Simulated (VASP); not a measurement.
An input for Quantum ESPRESSO's pw.x (written as the equivalent of a VASP run, and not itself run):

```
&CONTROL
  calculation = 'scf'
  pseudo_dir = './pseudo'
  outdir = './out'
  tprnfor = .true.
  tstress = .true.
/
&SYSTEM
  ibrav = 0
  nat = 1
  ntyp = 1
  ecutwfc = 84
  occupations = 'smearing'
  smearing = 'methfessel-paxton'
  degauss = 0.00735
  input_dft = 'rpbe'
/
&ELECTRONS
  conv_thr = 7.3e-09
  electron_maxstep = 100
/
ATOMIC_SPECIES
  V 50.941 V.upf
CELL_PARAMETERS angstrom
    -1.4793149    1.4793149    1.4793149
     1.4793149   -1.4793149    1.4793149
     1.4793149    1.4793149   -1.4793149
ATOMIC_POSITIONS crystal
  V    0.0000000  0.0000000  0.0000000
K_POINTS automatic
  17 17 17 0 0 0
```

**Question.** Write the VASP files for the same calculation (RPBE).

**Answer.** Several could match; the one computed here: 
POSCAR:
```
V
1
   -1.4793148649     1.4793148649     1.4793148649
    1.4793148649    -1.4793148649     1.4793148649
    1.4793148649     1.4793148649    -1.4793148649
V
1
Direct
  0.0000000000   0.0000000000   0.0000000000
```

### KPOINTS
```
K-points
0
G
  17 17 17
0 0 0
```

### INCAR
```
# general
SYSTEM  = V
PREC    = Accurate
ENCUT   = 520
LREAL   = .FALSE.
LASPH   = .TRUE.

# electronic loop
EDIFF   = 1E-7
NELM    = 100
ALGO    = Normal
LMAXMIX = 4

# smearing
ISMEAR  = 1
SIGMA   = 0.1

# functional
GGA     = RP

# ions
ISIF    = 2

# output
LWAVE   = .FALSE.
LCHARG  = .FALSE.
```

POTCAR, in this order: V_sv (PBE.64 set). Program: vasp_std.

The two are equivalent in intent, not identical: the potentials are each code's own (VASP's PAW set, PseudoDojo norm-conserving files in pw.x), so ENCUT and ecutwfc are chosen apart and not converted; conv_thr bounds pw.x's estimated SCF error, while EDIFF bounds the energy change between steps.

The compound is V in the bcc structure. This cell is one point of a volume scan, at 0.94 of the reference volume.
